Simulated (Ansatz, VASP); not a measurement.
# Cross-check of AlNi between VASP and Ansatz

One calculation is typed for both programs; each brings its own data sets. How far apart do they land? The cell is taken from a series of runs on this material, whose earlier steps may have relaxed, scaled, displaced or heated it; both programs get it as it stands.

Method: plane waves, with VASP 6.6.1 beside it; zone-centre phonons at PBEsol, in Ansatz 0.2.0.

## 1. Starting point

It takes space group P4/mmm (No. 123, tetragonal). The conventional cell has a = 2.851 Å, b = 2.851 Å, c = 2.890 Å, α = 90.00°, β = 90.00°, γ = 90.00°. Al has 8 Ni at 2.48 Å nearest. Nearest to Ni lie 8 Al at 2.48 Å. Farther neighbours are not listed.

## 2. VASP: zone-centre phonons, PBEsol

Second derivatives magnify differences that forces hide, and they need a tight electronic threshold.

Lines of VASP's logs that name or quote its potential files are left out, and so is its time.

INCAR

```
SYSTEM = AlNi
PREC = Accurate
ENCUT = 600
EDIFF = 1E-08
NELM = 120
ISMEAR = 1
SIGMA = 0.2
LREAL = .FALSE.
ALGO = Normal
GGA = PS
NBANDS = 12
LASPH = .TRUE.
LORBIT = 11
LWAVE = .FALSE.
LCHARG = .FALSE.
ISIF = 2
IBRION = 8
GGA_COMPAT = .FALSE.
KPAR = 2
```

POSCAR

```
AlNi
1.0
    2.8509037308      0.0000000000      0.0000000000
    0.0000000000      2.8509037308      0.0000000000
    0.0000000000      0.0000000000      2.8903564770
Al Ni
1 1
Direct
    0.0000000000      0.0000000000      0.0000000000
    0.5000000000      0.5000000000      0.5000000000
```

KPOINTS

```
Automatic mesh
0
Gamma
16 16 16
0 0 0
```

The projector-augmented-wave data sets are Al and Ni (PBE family, release 64).

Started as:

```sh
$ mpirun -np 2 vasp_std
```

Numbers of over 12 decimals in the logs are rounded to 6 here.

The program printed:

```text
[banner, memory and clock lines left out]
running    2 mpi-ranks, on    1 nodes
 distrk:  each k-point on    1 cores,    2 groups
 distr:  one band on    1 cores,    1 groups

 POSCAR found type information on POSCAR AlNi
 POSCAR found :  2 types and       2 ions
|                                                                             |
|               ----> ADVICE to this user running VASP <----                  |
|                                                                             |
|     You enforced a specific xc type in the INCAR file but a different       |
|     [... a line on the potential file left out ...]
|     I HOPE YOU KNOW WHAT YOU ARE DOING!                                     |
|                                                                             |

 LDA part: xc-table for (Slater+PW92), standard interpolation
 POSCAR, INCAR and KPOINTS ok, starting setup
 FFT: planning ... GRIDC
 FFT: planning ... GRID_SOFT
 FFT: planning ... GRID
 WAVECAR not read
 entering main loop
       N       E                     dE             d eps       ncg     rms          rms(c)
DAV:   1     0.434693660638E+02    0.43469E+02   -0.60766E+03  9784   0.128E+03
DAV:   2    -0.114456488089E+02   -0.54915E+02   -0.50682E+02 10004   0.207E+02
DAV:   3    -0.131992927529E+02   -0.17536E+01   -0.17304E+01 11744   0.431E+01
DAV:   4    -0.132246067998E+02   -0.25314E-01   -0.25306E-01 10876   0.464E+00
DAV:   5    -0.132253524626E+02   -0.74566E-03   -0.74565E-03 11720   0.890E-01    0.128E+01
DAV:   6    -0.152290889639E+02   -0.20037E+01   -0.54511E+01 10776   0.117E+02    0.162E+01
DAV:   7    -0.116160828917E+02    0.36130E+01   -0.15669E+01 10900   0.695E+01    0.114E+00
DAV:   8    -0.116009963245E+02    0.15087E-01   -0.37253E-01 11892   0.718E+00    0.100E+00
DAV:   9    -0.115864292427E+02    0.14567E-01   -0.47408E-02 11816   0.314E+00    0.215E-01
DAV:  10    -0.115859063110E+02    0.52293E-03   -0.21053E-03 11900   0.688E-01    0.757E-02
DAV:  11    -0.115859087629E+02   -0.24519E-05   -0.67022E-05 12172   0.730E-02    0.254E-02
DAV:  12    -0.115859073861E+02    0.13768E-05   -0.47980E-06 13336   0.356E-02    0.407E-03
DAV:  13    -0.115859070013E+02    0.38478E-06   -0.24851E-07 14704   0.545E-03    0.173E-03
DAV:  14    -0.115859070003E+02    0.10064E-08   -0.21526E-08  7548   0.136E-03
   1 F= -.11585907E+02 E0= -.11586208E+02  d E =0.901660E-03
 Linear response reoptimize wavefunctions to high precision
DAV:   1    -0.115859070199E+02   -0.19594E-07   -0.86914E-09 10880   0.154E-03
DAV:   2    -0.115859070199E+02   -0.70486E-11   -0.84651E-11  5564   0.889E-05
 Linear response DOF=           4
 Linear response progress:
  Degree of freedom:   1/  4
       N       E                     dE             d eps       ncg     rms          rms(c)
RMM:   1    -0.568888703374E-02   -0.56889E-02    0.22926E-03 39105   0.627E-01
RMM:   2    -0.540854607370E-02    0.28034E-03   -0.13494E-04 26615   0.224E-01    0.578E-02
RMM:   3    -0.540271072921E-02    0.58353E-05   -0.97277E-05 28532   0.786E-02    0.291E-02
RMM:   4    -0.547474943228E-02   -0.72039E-04   -0.40049E-05 28494   0.481E-02    0.590E-03
RMM:   5    -0.548000860352E-02   -0.52592E-05   -0.22804E-06 28959   0.113E-02    0.179E-03
RMM:   6    -0.548074080266E-02   -0.73220E-06   -0.10091E-07 28920   0.261E-03    0.761E-04
RMM:   7    -0.548069089885E-02    0.49904E-07   -0.11148E-08 27211   0.116E-03    0.611E-04
RMM:   8    -0.548058979592E-02    0.10110E-06   -0.26196E-09 30217   0.374E-04    0.242E-04
RMM:   9    -0.548085671697E-02   -0.26692E-06   -0.38455E-10 30354   0.120E-04    0.767E-06
RMM:  10    -0.548083017950E-02    0.26537E-07   -0.15799E-11 30687   0.406E-05    0.911E-06
RMM:  11    -0.548084553438E-02   -0.15355E-07   -0.34564E-11 30488   0.170E-05    0.265E-06
RMM:  12    -0.548084308034E-02    0.24540E-08    0.82202E-12 30263   0.717E-06    0.490E-07
 first order change of Fermi-energy   0.28270E-04
 force on displaced ion       1 direction 1 :  -6.181   0.000   0.000
 Linear response progress:
  Degree of freedom:   2/  4
       N       E                     dE             d eps       ncg     rms          rms(c)
RMM:   1    -0.590030225646E-02   -0.59003E-02    0.38328E-03 21609   0.652E-01
RMM:   2    -0.564213850073E-02    0.25816E-03   -0.10360E-04 14735   0.231E-01    0.601E-02
RMM:   3    -0.563404840883E-02    0.80901E-05   -0.10833E-04 15804   0.830E-02    0.297E-02
RMM:   4    -0.570854722924E-02   -0.74499E-04   -0.44138E-05 15778   0.503E-02    0.608E-03
RMM:   5    -0.571386389864E-02   -0.53167E-05   -0.25754E-06 15975   0.120E-02    0.160E-03
RMM:   6    -0.571434168976E-02   -0.47779E-06   -0.12351E-07 16076   0.264E-03    0.802E-04
RMM:   7    -0.571430159968E-02    0.40090E-07   -0.12182E-08 15177   0.111E-03    0.677E-04
RMM:   8    -0.571424301159E-02    0.58588E-07   -0.24282E-09 16713   0.369E-04    0.219E-04
RMM:   9    -0.571450011591E-02   -0.25710E-06   -0.69328E-10 16756   0.118E-04    0.130E-05
RMM:  10    -0.571447256978E-02    0.27546E-07    0.49050E-11 16978   0.390E-05    0.656E-06
RMM:  11    -0.571448975118E-02   -0.17181E-07   -0.46229E-11 16845   0.169E-05    0.192E-06
RMM:  12    -0.571448630882E-02    0.34424E-08   -0.11427E-10 16675   0.704E-06    0.975E-07
 first order change of Fermi-energy  -0.89547E-04
 force on displaced ion       1 direction 3 :  -0.000  -0.000  -6.224
 Linear response progress:
  Degree of freedom:   3/  4
       N       E                     dE             d eps       ncg     rms          rms(c)
RMM:   1    -0.186157873789E+00   -0.18616E+00   -0.98756E-02 25824   0.266E+00
RMM:   2    -0.184799547377E+00    0.13583E-02   -0.16715E-03 25931   0.496E-01    0.130E-01
RMM:   3    -0.184794030982E+00    0.55164E-05   -0.12353E-04 27780   0.961E-02    0.771E-02
RMM:   4    -0.185209341506E+00   -0.41531E-03   -0.19108E-04 29680   0.108E-01    0.553E-03
RMM:   5    -0.185188929765E+00    0.20412E-04   -0.34552E-06 30383   0.197E-02    0.356E-03
RMM:   6    -0.185181731854E+00    0.71979E-05   -0.20471E-07 27762   0.552E-03    0.257E-03
RMM:   7    -0.185169715425E+00    0.12016E-04   -0.80909E-08 28115   0.350E-03    0.470E-04
RMM:   8    -0.185163835061E+00    0.58804E-05   -0.11343E-08 31309   0.933E-04    0.675E-05
RMM:   9    -0.185163339813E+00    0.49525E-06   -0.10726E-09 31821   0.203E-04    0.217E-05
RMM:  10    -0.185163203256E+00    0.13656E-06   -0.33130E-10 32108   0.636E-05    0.104E-05
RMM:  11    -0.185163122395E+00    0.80861E-07   -0.36274E-10 31694   0.269E-05    0.181E-06
RMM:  12    -0.185163147414E+00   -0.25018E-07   -0.35767E-10 31846   0.157E-05    0.926E-07
RMM:  13    -0.185163148667E+00   -0.12535E-08   -0.36863E-10 26000   0.120E-05    0.383E-07
 first order change of Fermi-energy   0.78940E-03
 force on displaced ion       2 direction 1 :  -6.207   0.000   0.000
 Linear response progress:
  Degree of freedom:   4/  4
       N       E                     dE             d eps       ncg     rms          rms(c)
RMM:   1    -0.186732096430E+00   -0.18673E+00   -0.99376E-02 14385   0.266E+00
RMM:   2    -0.185281628813E+00    0.14505E-02   -0.16488E-03 14398   0.498E-01    0.131E-01
RMM:   3    -0.185296784635E+00   -0.15156E-04   -0.12463E-04 15344   0.958E-02    0.776E-02
RMM:   4    -0.185737101882E+00   -0.44032E-03   -0.18441E-04 16463   0.106E-01    0.587E-03
RMM:   5    -0.185719102624E+00    0.17999E-04   -0.37822E-06 16623   0.219E-02    0.478E-03
RMM:   6    -0.185710640345E+00    0.84623E-05   -0.38701E-07 14863   0.818E-03    0.257E-03
RMM:   7    -0.185695667090E+00    0.14973E-04   -0.14824E-07 17054   0.322E-03    0.418E-04
RMM:   8    -0.185691233105E+00    0.44340E-05   -0.44400E-09 17350   0.740E-04    0.973E-05
RMM:   9    -0.185690370338E+00    0.86277E-06   -0.20610E-09 16476   0.223E-04    0.317E-05
RMM:  10    -0.185690083554E+00    0.28678E-06   -0.78649E-10 17210   0.921E-05    0.106E-05
RMM:  11    -0.185690141317E+00   -0.57763E-07   -0.10646E-09 17498   0.372E-05    0.240E-06
RMM:  12    -0.185690149056E+00   -0.77391E-08   -0.95742E-10 17924   0.195E-05    0.171E-06
 first order change of Fermi-energy   0.25306E-02
 force on displaced ion       2 direction 3 :   0.000   0.000  -6.265
 Linear response finished
```

Parts of OUTCAR (step 2):

```text
ion  position               nearest neighbor table
   1  0.000  0.000  0.000-   2 2.48   2 2.48   2 2.48   2 2.48   2 2.48   2 2.48   2 2.48   2 2.48

  LATTYP: Found a simple tetragonal cell.
 ALAT       =     2.8509037308
 C/A-ratio  =     1.0138386806

 Subroutine GETGRP returns: Found 16 space group operations
 (whereof 16 operations were pure point group operations)

The static configuration has the point symmetry D_4h.

 Found    405 irreducible k-points:

   k-points           NKPTS =    405   k-points in BZ     NKDIM =    405   number of bands    NBANDS=     12

   dimension x,y,z NGX =    24 NGY =   24 NGZ =   24
   dimension x,y,z NGXF=    48 NGYF=   48 NGZF=   48

   ENCUT  =  600.0 eV  44.10 Ry    6.64 a.u.   5.69  5.69  5.77*2*pi/ulx,y,z

   NELECT =      13.0000    total number of electrons

 k-points in reciprocal lattice and weights: Automatic mesh
   0.00000000  0.00000000  0.00000000       0.000
   0.06250000  0.00000000  0.00000000       0.001
   0.12500000  0.00000000  0.00000000       0.001
   0.18750000  0.00000000  0.00000000       0.001
   0.25000000  0.00000000  0.00000000       0.001
   0.31250000  0.00000000  0.00000000       0.001
   0.37500000  0.00000000  0.00000000       0.001
   0.43750000  0.00000000  0.00000000       0.001
   0.50000000  0.00000000  0.00000000       0.000
[...]
0.50000000  0.43750000  0.50000000       0.001
   0.50000000  0.50000000  0.50000000       0.000

 average (electrostatic) potential at core
       1 -69.5517       2 -81.1295

  Total        0.0231250      0.0231250     -0.1565622      0.0000000      0.0000000      0.0000000
  in kB        1.5771570      1.5771570    -10.6777781      0.0000000      0.0000000      0.0000000
  external PRESSURE =      -2.5078213 kB  Pullay stress =       0.0000000 kB

  energy-cutoff  :      600.00
  volume of cell :       23.49
      direct lattice vectors                 reciprocal lattice vectors
     2.850903731  0.000000000  0.000000000     0.350765966  0.000000000  0.000000000
     0.000000000  2.850903731  0.000000000     0.000000000  0.350765966  0.000000000
     0.000000000  0.000000000  2.890356477     0.000000000  0.000000000  0.345978085

 POSITION                                       TOTAL-FORCE (eV/Angst)
 -----------------------------------------------------------------------------------
      0.00000      0.00000      0.00000         0.000000      0.000000      0.000000
      1.42545      1.42545      1.44518         0.000000      0.000000      0.000000
 -----------------------------------------------------------------------------------
    total drift:                                0.000000      0.000000     -0.000000

 Eigenvectors and eigenvalues of the dynamical matrix
 ----------------------------------------------------

   1 f  =    9.081309 THz    57.059545 2PiTHz  302.919848 cm-1    37.557258 meV
             X         Y         Z           dx          dy          dz
      0.000000  0.000000  0.000000    -0.000000   -0.000000   -0.826824
      1.425452  1.425452  1.445178     0.000000    0.000000    0.562460

   2 f  =    9.046433 THz    56.840414 2PiTHz  301.756518 cm-1    37.413023 meV
             X         Y         Z           dx          dy          dz
      0.000000  0.000000  0.000000    -0.000000   -0.827132    0.000000
      1.425452  1.425452  1.445178    -0.000000    0.562008   -0.000000

   3 f  =    9.046433 THz    56.840414 2PiTHz  301.756518 cm-1    37.413023 meV
             X         Y         Z           dx          dy          dz
      0.000000  0.000000  0.000000    -0.827132    0.000000    0.000000
      1.425452  1.425452  1.445178     0.562008   -0.000000    0.000000

   4 f/i=    0.008909 THz     0.055977 2PiTHz    0.297172 cm-1     0.036845 meV
             X         Y         Z           dx          dy          dz
      0.000000  0.000000  0.000000    -0.000000    0.562008   -0.000000
      1.425452  1.425452  1.445178    -0.000000    0.827132   -0.000000

   5 f/i=    0.008909 THz     0.055977 2PiTHz    0.297172 cm-1     0.036845 meV
             X         Y         Z           dx          dy          dz
      0.000000  0.000000  0.000000    -0.562008    0.000000    0.000000
      1.425452  1.425452  1.445178    -0.827132   -0.000000    0.000000

   6 f/i=    0.013914 THz     0.087425 2PiTHz    0.464123 cm-1     0.057544 meV
             X         Y         Z           dx          dy          dz
      0.000000  0.000000  0.000000    -0.000000    0.000000    0.562460
      1.425452  1.425452  1.445178    -0.000000    0.000000    0.826824

 ELASTIC MODULI CONTR FROM IONIC RELAXATION (kBar)
 Direction    XX          YY          ZZ          XY          YZ          ZX
 --------------------------------------------------------------------------------
 XX           0.0000      0.0000      0.0000      0.0000      0.0000      0.0000
 YY           0.0000      0.0000      0.0000      0.0000      0.0000      0.0000
 ZZ           0.0000      0.0000      0.0000      0.0000      0.0000      0.0000
 XY           0.0000      0.0000      0.0000      0.0000      0.0000      0.0000
 YZ           0.0000      0.0000      0.0000      0.0000      0.0000      0.0000
 ZX           0.0000      0.0000      0.0000      0.0000      0.0000      0.0000
 --------------------------------------------------------------------------------
```

This run has no spin polarisation, so a moment on Ni, if there is one, isn't seen. Its electron count is odd, so without a moment it is a metal by construction.

(Part 1 of 2 ends here.)

[Lines on the potential files, build, host, timing and source positions are cut from VASP's logs without a mark.]

[Logs are printed without paths, hosts, clocks, repeated set-up lines and the standing remarks that a program may print on its own settings, such as how far it seeks lower states.]

[Hosts, paths, dates, database ids (printed as entryN), source tags and the programs' standing remarks are cut or masked in the printed files.]
